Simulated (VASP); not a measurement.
```yaml
crystal:
  lattice:
    - [0.00000, 2.54867, 2.54867]
    - [2.54867, 0.00000, 2.54867]
    - [2.54867, 2.54867, 0.00000]
  atoms:
    - { symbol: Mg, position: [0.00000, 0.00000, 0.00000] }
    - { symbol: S, position: [0.50000, 0.50000, 0.50000] }
```

These are PBE0 hybrid, VASP's PBE PAW potentials (set 64) (plane waves; VASP 6.6.1) values and carry that method's errors. Numerical set-up: 300 eV cut-off, 7×7×7 Γ-centred mesh, Gaussian smearing of 0.010 eV, potentials Mg S.

Predict the energy per atom (σ→0), pressure.

```yaml
energy per atom (σ→0): -502.5 kJ/mol-atom
pressure: 4.59 GPa
```

Only differences to runs with the same potentials and settings are physical.

The structure comes from a computed database's MgS entry; how it stands against other phases isn't given here. The cell was not relaxed at this level.
